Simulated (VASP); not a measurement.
Here is the system:

```xyz
3
Lattice="0.0000 2.7077 2.7077 2.7077 0.0000 2.7077 2.7077 2.7077 0.0000" Properties=species:S:1:pos:R:3 pbc="T T T"
Ce     0.0000     0.0000     0.0000
O      1.3539     1.3539     1.3539
O      4.0616     4.0616     4.0616
```

These are vdW-DF-cx, VASP's PBE PAW potentials (set 64) (plane waves; VASP) values and carry that method's errors. Run with 520 eV cut-off, Gaussian smearing of 0.050 eV, potentials Ce O.

### Question
Give the energies of bands 7 to 15 at the high-symmetry points, in eV from the valence-band maximum.

### Answer

| band | Γ | X | U | L | W |
|---|---|---|---|---|---|
| 7 | -3.88 | -3.99 | -3.31 | -3.01 | -2.97 |
| 8 | -3.88 | -1.21 | -1.75 | -3.01 | -2.32 |
| 9 | -3.88 | -1.21 | -1.43 | -1.30 | -1.07 |
| 10 | -0.64 | -0.81 | -1.31 | -1.23 | -1.07 |
| 11 | -0.64 | -0.81 | -0.78 | -0.81 | -0.75 |
| 12 | -0.64 | -0.64 | -0.33 | -0.81 | -0.68 |
| 13 | 2.24 | 1.96 | 2.00 | 1.91 | 1.99 |
| 14 | 2.24 | 2.06 | 2.10 | 2.10 | 2.11 |
| 15 | 2.24 | 2.06 | 2.13 | 2.10 | 2.11 |

The gap is indirect, 1.91 eV, from the valence maximum at K-Γ at 0.29 to the conduction minimum at L.

The compound is CeO2 in the fluorite structure. It was relaxed first. The run is not spin-polarised, so no magnetic state was tried.
